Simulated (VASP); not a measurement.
```yaml
crystal:
  lattice:
    - [2.89279, 0.00000, 0.00000]
    - [0.00000, 2.89279, 0.00000]
    - [0.00000, 0.00000, 2.89279]
  atoms:
    - { symbol: Zn, position: [0.50000, 0.50000, 0.50000] }
    - { symbol: Cu, position: [0.00000, 0.00000, 0.00000] }
```

Level of theory: revTPSS meta-GGA, VASP's PBE PAW potentials (set 64) (plane waves; VASP). Settings: 520 eV cut-off, 14×14×14 Γ-centred mesh, tetrahedra with Blöchl corrections, potentials Zn Cu.

**Question.** Estimate the energy per atom (σ→0), band gap (over mesh and band path) with the smallest direct gap where there is one.

**Answer.** 
```json
{
 "band gap (over mesh and band path)": "none (metal, semimetal or under 0.01 eV)",
 "energy per atom (σ→0)": "2.130 eV/atom"
}
```

Total energies compare only between runs with the same potentials, cut-off and functional.

The compound is CuZn in the CsCl type structure. It was relaxed first, which changed the volume by -6 %. The electron count is odd and the run is not spin-polarised, which forces a metal.
